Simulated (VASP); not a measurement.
Input of a VASP 6.6.1 run:

File INCAR:

```
PREC     = Accurate       # precision mode
ENCUT    = 520            # plane-wave cutoff, eV
EDIFF    = 1E-7           # SCF threshold, eV
ISMEAR   = 1              # smearing method
SIGMA    = 0.05           # smearing width, eV
LREAL    = F              # projectors in reciprocal space
LASPH    = T              # aspherical terms in the spheres
NELM     = 100            # most SCF steps
ALGO     = Fast           # electronic algorithm
ISIF     = 2              # what is computed and relaxed
LWAVE    = F              # write WAVECAR
LCHARG   = T              # write CHGCAR
GGA      = CA             # functional
LELF     = T              # ELF
LVHAR    = T            
NBANDS   = 17             # bands
```

File KPOINTS:

```
Automatic mesh
0
Gamma
  8 8 7
```

The input POSCAR:

```
B2W
1.0
    3.0200000000      0.0000000000      0.0000000000
   -1.5100000000      2.6154000000      0.0000000000
    0.0000000000      0.0000000000      3.0500000000
B W
2 1
Direct
    0.3333333333      0.6666666667      0.5000000000
    0.6666666667      0.3333333333      0.5000000000
    0.0000000000      0.0000000000      0.0000000000
```

Potentials or basis: VASP PAW LDA potentials, release 64 (B, W_sv).

Run with:

```sh
$ cat potpaw_LDA.64/B/POTCAR potpaw_LDA.64/W_sv/POTCAR > POTCAR
$ mpirun -np 1 vasp_std > vasp.out
```

**Question.** What does it give for the band gap on the k mesh?

**Answer.** None (metal or under the smearing width).

**Question.** Estimate the pressure.

**Answer.** 24.4 GPa.

Stress tensor (GPa, compression positive):
```
18.71  0.00  0.00
 0.00 18.71  0.00
 0.00  0.00 35.72
```

Caveat: so large a pressure means that the cell lies far from this level's equilibrium, or that cutoff or potentials fall short. Spin-orbit coupling is left out, which matters for the levels of W.
